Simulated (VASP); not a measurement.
```
CELL_PARAMETERS angstrom
      2.51926     0.00000     0.00000
      0.00000     2.51926     0.00000
      0.00000     0.00000     2.51926
ATOMIC_POSITIONS crystal
  Cr 0.00000 0.00000 0.00000
  C  0.50000 0.50000 0.50000
```

Computed with PBE GGA, VASP's PBE PAW potentials (set 64) (plane waves; VASP). Numerical set-up: 520 eV cut-off, Gaussian smearing of 0.050 eV, potentials Cr_pv C.

**Question.** Estimate the band gap (along the path) with the smallest direct gap where there is one.

**Answer.** 
```yaml
band gap (along the path): none (metal, semimetal or under 0.01 eV)
```

The absolute energy has meaning only against runs of the same code, potentials and settings.

The structure was generated: CrC was put into the CsCl type type (Pm-3m), which need not be its known phase. It was relaxed first, which changed the volume by -27 %. The run is not spin-polarised, so no magnetic state was tried.
